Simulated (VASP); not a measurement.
A convergence study with VASP on HfS$_{2}$ (1T layered): one setting is varied, all else stays as given below, so the limit is that of these other settings.

```yaml
crystal:
  lattice:
    - [1.81500, -3.14367, 0.00000]
    - [1.81500, 3.14367, 0.00000]
    - [0.00000, 0.00000, 5.85000]
  atoms:
    - { symbol: Hf, position: [0.00000, 0.00000, 0.00000] }
    - { symbol: S, position: [0.33333, 0.66667, 0.25000] }
    - { symbol: S, position: [0.66667, 0.33333, 0.75000] }
```

Computed with PBE GGA, VASP's PBE PAW potentials (set 64) (plane waves; VASP 6.6.1). The tightest run used: 550 eV cut-off, 16×16×8 Γ-centred mesh, Gaussian smearing of 0.050 eV, potentials Hf_pv S.

```json
[
 {"setting": "1×1×1 mesh", "E (eV/atom)": "-4.8516", "pressure (GPa)": "21.52", "irreducible k-points": "1"},
 {"setting": "2×2×1 mesh", "E (eV/atom)": "-7.3079", "pressure (GPa)": "2.50", "irreducible k-points": "2"},
 {"setting": "3×3×2 mesh", "E (eV/atom)": "-7.5567", "pressure (GPa)": "1.11", "irreducible k-points": "6"},
 {"setting": "4×4×2 mesh", "E (eV/atom)": "-7.6003", "pressure (GPa)": "0.66", "irreducible k-points": "8"},
 {"setting": "5×5×2 mesh", "E (eV/atom)": "-7.6165", "pressure (GPa)": "0.45", "irreducible k-points": "10"},
 {"setting": "6×6×3 mesh", "E (eV/atom)": "-7.6242", "pressure (GPa)": "0.30", "irreducible k-points": "17"},
 {"setting": "7×7×4 mesh", "E (eV/atom)": "-7.6265", "pressure (GPa)": "0.25", "irreducible k-points": "28"}
]
```

### Question
These are the cheaper rows. Estimate the results at 16×16×8 mesh, and how far the last row shown lies from them.

### Answer

```tsv
quantity	tightest run	last row shown is off by
E (eV/atom)	-7.6280	0.0015
pressure (GPa)	0.21	0.04
```

Left out are rungs that failed or repeat a setting and relaxations that didn't move; long series are thinned to 24 rows.

The compound is HfS2 in the 1T layered structure. The cell was not relaxed at this level.
